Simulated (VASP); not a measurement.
## CoNiSb under changes of volume

One of the cells (14.262 Å³/atom); the others are scaled copies at fixed shape and fractional positions:

```xyz
6
Lattice="4.2714 0.0000 0.0000 -2.1357 3.6991 0.0000 0.0000 0.0000 5.4159" Properties=species:S:1:pos:R:3 pbc="T T T"
Sb    0.0000    2.4661    1.3540
Sb    2.1357    1.2330    4.0619
Ni    0.0000    2.4661    4.0619
Ni    2.1357    1.2330    1.3540
Co    0.0000    0.0000    0.0000
Co    0.0000    0.0000    2.7079
```

The cell comes from a database or a generator and needn't be the stable form of this composition.

| Property | Result |
| --- | --- |
| Program | VASP 6.6.1 |
| Functional | PBE |
| Potentials or basis | VASP PAW PBE potentials, release 64 (Sb, Ni, Co) |
| Cutoff | 520 eV |
| k mesh | 7 × 7 × 5 |
| Occupations | fermi-dirac, width 0.05 eV |
| Spin | collinear spin, ferromagnetic start |
| Starting moments | [0.0, 0.0, 1.0, 1.0, 2.0, 2.0] μB |

```csv
volume (Å³/atom),energy over the lowest point (meV/atom),pressure (GPa),moment (μB per cell)
13.143,23.69,10.1,0.71
13.423,9.88,6.1,0.88
13.703,2.14,3.4,1.58
14.262,0.00,-2.2,1.94
14.542,6.09,-4.5,2.07
14.821,?,?,?
```

What does the run at 14.821 Å³/atom give?

Energy over the lowest point 16.11 meV/atom; pressure -6.5 GPa; moment 2.24 μB per cell.

Worked out: A Birch-Murnaghan fit of order 3 (a polynomial in V^(-2/3)) to the other rows has its minimum at 14.03 Å³/atom with B0 = V·E''(V) = 134 GPa (rough, since the energies scatter) at fixed shape and positions, which overstates the stiffness. It gives 16.06 meV/atom at 14.821 Å³/atom, against the run's 16.11, and -dE/dV = -6.9 GPa, against -6.5. A parabola through the other rows of the moment, of slope 0.0651 μB per Å³/atom there, extrapolates to 2.14 μB, against the run's 2.24.

Energies are extrapolated to zero smearing.
